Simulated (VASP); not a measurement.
Input:

```
TiC
1.0
    0.00000     2.16628     2.16628
    2.16628     0.00000     2.16628
    2.16628     2.16628     0.00000
Ti C
1 1
Direct
  0.00000   0.00000   0.00000
  0.50000   0.50000   0.50000
```

Method: r2SCAN meta-GGA, VASP's PBE PAW potentials (set 64) (plane waves; VASP). Run with 600 eV cut-off, 14×14×14 Γ-centred mesh, first-order Methfessel-Paxton smearing of 0.10 eV, potentials Ti_sv C.

### Question
Predict the energy per atom (σ→0), band gap (on the k-mesh) with the smallest direct gap where there is one.

### Answer

The band gap (on the k-mesh) is none (metal, semimetal or under 0.01 eV) and the energy per atom (σ→0) is -12435 meV/atom.

The absolute energy has meaning only against runs of the same code, potentials and settings.

The compound is TiC in the rock salt structure. It was relaxed first.
